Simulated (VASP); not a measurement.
# Ti2Br (P4/mmm) in VASP: relaxation of the atoms with PBEsol

Aim: the relaxation of the atoms of Ti2Br with PBEsol.

Everything below comes from runs of VASP 6.6.1. Logs are shortened: lines on timing, memory, paths and dates and some standing lists are left out, and cuts for length are marked.

## 1. Starting point

The structure is tetragonal, space group P4/mmm (No. 123). The conventional cell has a = 4.133 Å, b = 4.133 Å, c = 4.464 Å, α = 90.00°, β = 90.00°, γ = 90.00°. Around Ti (site symmetry mmm) lie 2 Br at 2.07 Å. Br (site symmetry 4/mmm) is surrounded by 4 Ti at 2.07 Å.

The cell was built by a generator and needn't be a form met in nature.

## 2. Relaxation of the atoms, PBEsol

File INCAR:

```
SYSTEM = Ti2Br
PREC = Accurate
ENCUT = 520
EDIFF = 1E-6
ISMEAR = 0
SIGMA = 0.05
LREAL = .False.
LASPH = .True.
NELM = 80
ALGO = Normal
ISIF = 2
LWAVE = .False.
LCHARG = .False.
GGA = PS
IBRION = 2
NSW = 60
EDIFFG = -0.005
```

File KPOINTS:

```
regular mesh
0
Gamma
  7 7 6
  0 0 0
```

File POSCAR:

```
Ti2Br
1.0
    4.1325754900      0.0000000000      0.0000000000
    0.0000000000      4.1325754900      0.0000000000
    0.0000000000      0.0000000000      4.4638796600
Ti Br
2 1
Direct
    0.0000000000      0.5000000000      0.5000000000
    0.5000000000      0.0000000000      0.5000000000
    0.5000000000      0.5000000000      0.5000000000
```

Potentials or basis: VASP PAW PBE potentials, release 64 (Ti_sv, Br).

Started as:

```bash
$ cat potpaw_PBE.64/Ti_sv/POTCAR potpaw_PBE.64/Br/POTCAR > POTCAR
$ mpirun -np 1 vasp_std > vasp.out
```

OUTCAR:

```text
SYSTEM = Ti2Br
   PREC = Accurate
   ENCUT = 520
   EDIFF = 1E-6
   ISMEAR = 0
   LREAL = .False.
   LASPH = .True.
   NELM = 80
   ISIF = 2
   GGA = PS
   IBRION = 2
   NSW = 60
   EDIFFG = -0.005

 ion  position               nearest neighbor table
   1  0.000  0.500  0.500-   3 2.07   3 2.07
   2  0.500  0.000  0.500-   3 2.07   3 2.07
   3  0.500  0.500  0.500-   1 2.07   2 2.07   2 2.07   1 2.07

  LATTYP: Found a simple tetragonal cell.
 ALAT       =     4.1325754900
 C/A-ratio  =     1.0801689336

  Lattice vectors:

 A1 = (   4.1325754900,   0.0000000000,   0.0000000000)
 A2 = (   0.0000000000,   4.1325754900,   0.0000000000)
 A3 = (   0.0000000000,   0.0000000000,   4.4638796600)

Analysis of symmetry for initial positions (statically):
=====================================================================
 Subroutine PRICEL returns:
 Original cell was already a primitive cell.

 Routine SETGRP: Setting up the symmetry group for a
 simple tetragonal supercell.

 Subroutine GETGRP returns: Found 16 space group operations
 (whereof 16 operations were pure point group operations)
 out of a pool of 16 trial point group operations.

The static configuration has the point symmetry D_4h.

Analysis of symmetry for dynamics (positions and initial velocities):
=====================================================================
 Subroutine PRICEL returns:
 Original cell was already a primitive cell.

 Routine SETGRP: Setting up the symmetry group for a
 simple tetragonal supercell.

 Subroutine GETGRP returns: Found 16 space group operations
 (whereof 16 operations were pure point group operations)
 out of a pool of 16 trial point group operations.

The dynamic configuration has the point symmetry D_4h.

 Subroutine INISYM returns: Found 16 space group operations
 (whereof 16 operations are pure point group operations),
 and found     1 'primitive' translations

----------------------------------------------------------------------------------------

                                     Primitive cell

  volume of cell :      76.2349

  direct lattice vectors                    reciprocal lattice vectors
     4.132575490  0.000000000  0.000000000     0.241979851  0.000000000  0.000000000
     0.000000000  4.132575490  0.000000000     0.000000000  0.241979851  0.000000000
     0.000000000  0.000000000  4.463879660     0.000000000  0.000000000  0.224020376

  length of vectors
     4.132575490  4.132575490  4.463879660     0.241979851  0.241979851  0.224020376

  position of ions in fractional coordinates (direct lattice)
     0.000000000  0.500000000  0.500000000
     0.500000000  0.000000000  0.500000000
     0.500000000  0.500000000  0.500000000

  ion indices of the primitive-cell ions
   primitive index   ion index
                 1           1
                 2           2
                 3           3

----------------------------------------------------------------------------------------

 KPOINTS: regular mesh

Automatic generation of k-mesh.
 Grid dimensions read from file:
 generate k-points for:    7    7    6

 Generating k-lattice:

  Cartesian coordinates                     Fractional coordinates (reciprocal lattice)
     0.034568550  0.000000000  0.000000000     0.142857143  0.000000000  0.000000000
     0.000000000  0.034568550  0.000000000     0.000000000  0.142857143  0.000000000
     0.000000000  0.000000000  0.037336729     0.000000000  0.000000000  0.166666667

  Length of vectors
     0.034568550  0.034568550  0.037336729

  Shift w.r.t. Gamma in fractional coordinates (k-lattice)
     0.000000000  0.000000000  0.000000000

 Subroutine IBZKPT returns following result:
 ===========================================

 Found     40 irreducible k-points:

 Following reciprocal coordinates:
            Coordinates               Weight
  0.000000  0.000000  0.000000      1.000000
  0.142857  0.000000  0.000000      4.000000
  0.285714  0.000000  0.000000      4.000000
  0.428571  0.000000  0.000000      4.000000
  0.142857  0.142857  0.000000      4.000000
  0.285714  0.142857  0.000000      8.000000
[... 16 lines left out ...]
  0.285714  0.000000  0.333333      8.000000
  0.428571  0.000000  0.333333      8.000000
 [... further k-points ...]
   k-points           NKPTS =     40   k-points in BZ     NKDIM =     40   number of bands    NBANDS=     19
   number of dos      NEDOS =    301   number of ions     NIONS =      3
   total plane-waves  NPLWV =  36864
   dimension x,y,z NGX =    32 NGY =   32 NGZ =   36
   dimension x,y,z NGXF=    64 NGYF=   64 NGZF=   72
   ions per type =               2   1
   NGX,Y,Z   is equivalent  to a cutoff of  12.87, 12.87, 13.41 a.u.
   NGXF,Y,Z  is equivalent  to a cutoff of  25.75, 25.75, 26.81 a.u.
 SYSTEM =  Ti2Br
   PREC   = accura    normal or accurate (medium, high low for compatibility)
   ISTART =      0    job   : 0-new  1-cont  2-samecut
   ICHARG =      2    charge: 1-file 2-atom 10-const
   ISPIN  =      1    spin polarized calculation?
   LNONCOLLINEAR =      F non collinear calculations
   LSORBIT =      F    spin-orbit coupling
   LASPH  =      T    aspherical Exc in radial PAW
   ENCUT  =  520.0 eV  38.22 Ry    6.18 a.u.   7.68  7.68  8.30*2*pi/ulx,y,z
   NELM   =     80;   NELMIN=  2; NELMDL= -5     # of ELM steps
   EDIFF  = 0.1E-05   stopping-criterion for ELM
   LREAL  =      F    real-space projection
   EDIFFG = -.5E-02   stopping-criterion for IOM
   NSW    =     60    number of steps for IOM
   IBRION =      2    ionic relax: 0-MD 1-quasi-New 2-CG
   NFREE  =      1    steps in history (QN), initial steepest desc. (CG)
   ISIF   =      2    stress and relaxation
   ISYM   =      2    0-nonsym 1-usesym 2-fastsym
   POTIM  = 0.5000    time-step for ionic-motion
   TEBEG  =    0.0;   TEEND  =   0.0 temperature during run
   PSTRESS=    0.0 pullay stress
   NELECT =      31.0000    total number of electrons
   NUPDOWN=      -1.0000    fix difference up-down
   EMIN   =  10.00;   EMAX   =-10.00  energy-range for DOS
   EFERMI =   0.00;   METHOD = LEGACY
   ISMEAR =     0;   SIGMA  =   0.05  broadening in eV -4-tet -1-fermi 0-gaus
   EFERMI_NEDOS =   21; number of points for ismear=-14 and -15
   IALGO  =     38    algorithm
   IMIX   =      4    mixing-type and parameters
     AMIX     =   0.40;   BMIX     =  1.00
     AMIX_MAG =   1.60;   BMIX_MAG =  1.00
  volume/ion in A,a.u.               =      25.41       171.49
  Fermi-wavevector in a.u.,A,eV,Ry     =   1.212860  2.291973 20.014573  1.471030
  Thomas-Fermi vector in A             =   2.348331
   LORBIT       =      0    0 simple, 1 ext, 2 COOP (PROOUT), +10 PAW based schemes
   GGA     = PS    functional components
   LHFCALC =     F    Hartree Fock is set to
   AEXX    =    0.0000 exact exchange contribution
   IVDW    =     0    specifies the selected vdW correction
   LEPSILON=     F    determine dielectric tensor
   LRPA    =     F    only Hartree local field effects (RPA)
 conjugate gradient relaxation of ions
 non-spin polarized calculation
 Gauss-broadening in eV      SIGMA  =   0.05
  energy-cutoff  :      520.00
  volume of cell :       76.23
 maximum number of plane-waves:      2081
 NGX is ok and might be reduce to    32
   NGX = 15   NGY = 15   NGZ = 17

 number of electron      31.0000009 magnetization

 Free energy of the ion-electron system (eV)
  ---------------------------------------------------
  ext. energy  EPLUGINS =         0.00000000
  ---------------------------------------------------
  free energy    TOTEN  =       -11.51844401 eV

  energy without entropy =      -11.51412501  energy(sigma->0) =      -11.51628451

 E-fermi :   4.5043     XC(G=0):  -9.1396

 val. band max:        4.4639980228   @ k =   0.4286   0.4286   0.3333
 cond. band min:       4.5081849233   @ k =   0.4286   0.4286   0.1667
 fundamental gap:      0.0441869005
 Fermi energy:         4.5043379397

 k-point     1 :       0.0000    0.0000    0.0000
  band No.  band energies     occupation
      1     -52.0498      2.00000
      2     -51.9387      2.00000
      3     -28.9868      2.00000
      4     -28.9868      2.00000
      5     -28.5592      2.00000
      6     -28.4662      2.00000
[... 11 lines left out ...]
     18       5.0568      0.00000
     19       6.0950      0.00000

 k-point     2 :       0.1429    0.0000    0.0000
  band No.  band energies     occupation
      1     -52.0443      2.00000
      2     -51.9443      2.00000
      3     -28.9950      2.00000
      4     -28.9772      2.00000
      5     -28.5541      2.00000
      6     -28.4703      2.00000
[... 11 lines left out ...]
     18       5.2868      0.00000
     19       6.1207      0.00000

 k-point     3 :       0.2857    0.0000    0.0000
  band No.  band energies     occupation
      1     -52.0291      2.00000
      2     -51.9598      2.00000
      3     -29.0140      2.00000
      4     -28.9548      2.00000
      5     -28.5401      2.00000
      6     -28.4821      2.00000
[... 11 lines left out ...]
     18       5.1468      0.00000
     19       6.0731      0.00000

 k-point     4 :       0.4286    0.0000    0.0000
  band No.  band energies     occupation
      1     -52.0069      2.00000
      2     -51.9822      2.00000
      3     -29.0297      2.00000
      4     -28.9358      2.00000
      5     -28.5208      2.00000
      6     -28.4996      2.00000
[... 11 lines left out ...]
     18       5.0169      0.00000
     19       5.8599      0.00000

 k-point     5 :       0.1429    0.1429    0.0000
  band No.  band energies     occupation
      1     -52.0394      2.00000
      2     -51.9493      2.00000
      3     -29.0751      2.00000
      4     -28.8982      2.00000
      5     -28.5494      2.00000
      6     -28.4740      2.00000
[... 11 lines left out ...]
     18       5.3343      0.00000
     19       6.1228      0.00000

 k-point     6 :       0.2857    0.1429    0.0000
  band No.  band energies     occupation
      1     -52.0257      2.00000
      2     -51.9633      2.00000
      3     -29.1502      2.00000
      4     -28.8249      2.00000
      5     -28.5367      2.00000
      6     -28.4844      2.00000
[... 11 lines left out ...]
     18       5.1092      0.00000
     19       5.9579      0.00000

 k-point     7 :       0.4286    0.1429    0.0000
  band No.  band energies     occupation
      1     -52.0057      2.00000
      2     -51.9834      2.00000
      3     -29.1944      2.00000
      4     -28.7810      2.00000
      5     -28.5191      2.00000
      6     -28.5002      2.00000
[... 11 lines left out ...]
     18       4.9695      0.00000
     19       5.6655      0.00000

 k-point     8 :       0.2857    0.2857    0.0000
  band No.  band energies     occupation
      1     -52.0161      2.00000
      2     -51.9729      2.00000
      3     -29.2859      2.00000
      4     -28.7023      2.00000
      5     -28.5275      2.00000
      6     -28.4913      2.00000
[... 256 lines left out ...]
 k-point    20 :       0.4286    0.4286    0.1667
  band No.  band energies     occupation
      1     -51.9972      2.00000
      2     -51.9917      2.00000
      3     -29.4613      2.00000
      4     -28.5535      2.00000
      5     -28.5104      2.00000
      6     -28.5058      2.00000
[... 11 lines left out ...]
     18       5.1804      0.00000
     19       5.9124      0.00000

 k-point    21 :       0.0000    0.0000    0.3333
  band No.  band energies     occupation
      1     -52.0497      2.00000
      2     -51.9387      2.00000
      3     -28.9866      2.00000
      4     -28.9866      2.00000
      5     -28.5615      2.00000
      6     -28.4677      2.00000
[... 11 lines left out ...]
     18       5.0899      0.00000
     19       6.3360      0.00000

 k-point    22 :       0.1429    0.0000    0.3333
  band No.  band energies     occupation
      1     -52.0443      2.00000
      2     -51.9442      2.00000
      3     -28.9948      2.00000
      4     -28.9770      2.00000
      5     -28.5563      2.00000
      6     -28.4719      2.00000
[... 11 lines left out ...]
     18       5.4544      0.00000
     19       6.2335      0.00000

 k-point    23 :       0.2857    0.0000    0.3333
  band No.  band energies     occupation
      1     -52.0290      2.00000
      2     -51.9598      2.00000
      3     -29.0137      2.00000
      4     -28.9547      2.00000
      5     -28.5422      2.00000
      6     -28.4837      2.00000
[... 11 lines left out ...]
     18       5.7520      0.00000
     19       5.9706      0.00000

 k-point    24 :       0.4286    0.0000    0.3333
  band No.  band energies     occupation
      1     -52.0069      2.00000
      2     -51.9821      2.00000
      3     -29.0293      2.00000
      4     -28.9357      2.00000
      5     -28.5227      2.00000
      6     -28.5014      2.00000
[... 11 lines left out ...]
     18       5.7235      0.00000
     19       5.7275      0.00000

 [... further k-points ...]

------------------------ aborting loop because EDIFF is reached ----------------------------------------

  FORCE on cell =-STRESS in cart. coord.  units (eV):
  Direction    XX          YY          ZZ          XY          YZ          ZX
  --------------------------------------------------------------------------------------
  -------------------------------------------------------------------------------------
  Total       26.4036087     26.4036087     -3.2220911      0.0000000     -0.0000000     -0.0000000
  in kB      554.9064867    554.9064867    -67.7164722      0.0000000     -0.0000000     -0.0000000
  external PRESSURE =     347.3655004 kB  Pullay stress =       0.0000000 kB

 VOLUME and BASIS-vectors are now :
 -----------------------------------------------------------------------------
  energy-cutoff  :      520.00
  volume of cell :       76.23
      direct lattice vectors                 reciprocal lattice vectors
     4.132575490  0.000000000  0.000000000     0.241979851  0.000000000  0.000000000
     0.000000000  4.132575490  0.000000000     0.000000000  0.241979851  0.000000000
     0.000000000  0.000000000  4.463879660     0.000000000  0.000000000  0.224020376

 POSITION                                       TOTAL-FORCE (eV/Angst)
 -----------------------------------------------------------------------------------
      0.00000      2.06629      2.23194         0.000000      0.000000      0.000000
      2.06629      0.00000      2.23194         0.000000      0.000000      0.000000
      2.06629      2.06629      2.23194         0.000000      0.000000      0.000000
 -----------------------------------------------------------------------------------
    total drift:                                0.000000      0.000000     -0.000000

  FREE ENERGIE OF THE ION-ELECTRON SYSTEM (eV)
  ---------------------------------------------------
  free  energy   TOTEN  =       -11.5184440077 eV

  energy  without entropy=      -11.5141250053  energy(sigma->0) =      -11.51628451

 reached required accuracy - stopping structural energy minimisation
```

It took 48 s on 1 thread of Intel Xeon Platinum 8488C (Sapphire Rapids), shared host; peak memory 0.21 GiB.

What came out:

```yaml
Free_energy: -11.5184 eV
Pressure_after_relaxing: 34.7 GPa
Band_gap_on_the_k_mesh: none (metal or under the smearing width)
```

Final structure:
```yaml
crystal:
  lattice:
    - [4.13258, 0.00000, 0.00000]
    - [0.00000, 4.13258, 0.00000]
    - [0.00000, 0.00000, 4.46388]
  atoms:
    - { symbol: Ti, position: [0.00000, 0.50000, 0.50000] }
    - { symbol: Ti, position: [0.50000, 0.00000, 0.50000] }
    - { symbol: Br, position: [0.50000, 0.50000, 0.50000] }
```

Caveat: the relaxation stopped at its first step, so nothing moved; a pressure of tens of GPa on the cell as given is suspect, and the run, the potentials or the cell itself is likely at fault; the PAW data sets were made with another functional, which shifts forces and pressure a little; this functional lacks dispersion, which binds the layers, so the pressure and a relaxed spacing across them are unreliable; an odd number of electrons without spin polarisation forces a metal; a magnetic or distorted state may lie lower; semilocal functionals often make such compounds metallic where correlation or magnetic order opens a gap, which also shifts bond lengths.
